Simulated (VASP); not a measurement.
Method: SCAN meta-GGA, VASP's PBE PAW potentials (set 64) (plane waves; VASP).

VASP ran on this input.

**POSCAR**
```
As
4.2153870
  0.8905400619  -0.4549048522   0.0000000000
  0.8905400619   0.4549048522   0.0000000000
  0.6581659051   0.0000000000   0.7528727493
As
2
Cartesian
  0.5537088486   0.0000000000   0.1709021141
  1.8855371803  -0.0000000000   0.5819706352
```

INCAR:
```
! general
SYSTEM   =  As
PREC     =  Accurate
ENCUT    =  400
LREAL    =  .FALSE.
LASPH    =  .TRUE.

! electronic loop
EDIFF    =  1E-6
NELM     =  100
ALGO     =  Normal
LMAXMIX  =  4
LMIXTAU  =  .TRUE.

! smearing
ISMEAR   =  1
SIGMA    =  0.1

! functional
METAGGA  =  SCAN

! ions
ISIF     =  2

! output
LWAVE    =  .FALSE.
LCHARG   =  .FALSE.
```

**KPOINTS**
```
Regular mesh
0
gamma
 10 10 10
0 0 0
```

POTCAR, in this order: As (PBE.64 set). Program: vasp_std.

What VASP printed:

OSZICAR:
```
       N       E                     dE             d eps       ncg     rms          rms(c)
DAV:   1    -0.520379532571E+01   -0.52038E+01   -0.37991E+03  2096   0.764E+02
DAV:   2    -0.408432055503E+02   -0.35639E+02   -0.34706E+02  3183   0.117E+02
DAV:   3    -0.419841743269E+02   -0.11410E+01   -0.11388E+01  2408   0.251E+01
DAV:   4    -0.419899937698E+02   -0.58194E-02   -0.58182E-02  2552   0.194E+00
DAV:   5    -0.419900091686E+02   -0.15399E-04   -0.15398E-04  2368   0.930E-02    0.281E+00
DAV:   6    -0.403205399870E+02    0.16695E+01   -0.24904E-01  2103   0.561E+00    0.181E+00
DAV:   7    -0.401488220710E+02    0.17172E+00   -0.23864E-01  2104   0.601E+00    0.222E-01
DAV:   8    -0.402996067006E+02   -0.15078E+00   -0.21196E-01  2098   0.475E+00    0.202E-01
DAV:   9    -0.403328071150E+02   -0.33200E-01   -0.14690E-02  2210   0.167E+00    0.214E-01
DAV:  10    -0.403371056520E+02   -0.42985E-02   -0.84867E-04  2249   0.339E-01    0.157E-01
DAV:  11    -0.403606126314E+02   -0.23507E-01   -0.58908E-02  2128   0.292E+00    0.101E-01
DAV:  12    -0.403597204597E+02    0.89217E-03   -0.27533E-03  2240   0.531E-01    0.750E-02
DAV:  13    -0.403601068198E+02   -0.38636E-03   -0.32491E-04  2181   0.219E-01    0.126E-01
DAV:  14    -0.403587392452E+02    0.13676E-02   -0.43972E-03  2092   0.715E-01    0.320E-02
DAV:  15    -0.403590501959E+02   -0.31095E-03   -0.48545E-04  2122   0.261E-01    0.348E-02
DAV:  16    -0.403590314547E+02    0.18741E-04   -0.32638E-05  2245   0.738E-02    0.414E-02
DAV:  17    -0.403591204462E+02   -0.88991E-04   -0.41577E-04  2094   0.226E-01    0.130E-02
DAV:  18    -0.403591139614E+02    0.64848E-05   -0.51919E-05  2101   0.980E-02    0.775E-03
DAV:  19    -0.403591193283E+02   -0.53669E-05   -0.78748E-06  2223   0.353E-02    0.403E-03
DAV:  20    -0.403591129958E+02    0.63326E-05   -0.84750E-06  2095   0.438E-02    0.189E-03
DAV:  21    -0.403591135909E+02   -0.59517E-06   -0.57626E-07  1072   0.103E-02
   1 F= -.40359114E+02 E0= -.40358985E+02  d E =-.385389E-03
```

OUTCAR:
```
------------------------ aborting loop because EDIFF is reached ----------------------------------------
  FORCE on cell =-STRESS in cart. coord.  units (eV):
  Direction    XX          YY          ZZ          XY          YZ          ZX
  --------------------------------------------------------------------------------------
  Total       -0.8908516     -1.1560266     -1.1307644      0.0000000      0.0000000      0.0818463
  in kB      -31.2376241    -40.5359571    -39.6501411      0.0000000      0.0000000      2.8699328
  external PRESSURE =     -37.1412407 kB  Pullay stress =       0.0000000 kB
  volume of cell :       45.69
      direct lattice vectors                 reciprocal lattice vectors
     3.753971000 -1.917600000  0.000000000     0.133192292 -0.260742595 -0.116437506
     3.753971000  1.917600000  0.000000000     0.133192292  0.260742595 -0.116437506
     2.774424000  0.000000000  3.173650000     0.000000000  0.000000000  0.315094607
 POSITION                                       TOTAL-FORCE (eV/Angst)
 -----------------------------------------------------------------------------------
      2.33410      0.00000      0.72042        -0.383580      0.000000     -0.118392
      7.94827      0.00000      2.45323         0.383580      0.000000      0.118392
 -----------------------------------------------------------------------------------
    total drift:                               -0.000000      0.000000     -0.000000
  FREE ENERGIE OF THE ION-ELECTRON SYSTEM (eV)
  ---------------------------------------------------
  free  energy   TOTEN  =       -40.3591135909 eV

  energy  without entropy=      -40.3587282023  energy(sigma->0) =      -40.35898513
```
(Selected blocks of OUTCAR.)

The compound is As in the a7 structure. The cell was not relaxed at this level. The run is one of a series of settings (GGA removed, LMIXTAU = .TRUE., METAGGA = SCAN against the base run), some of them coarse on purpose.
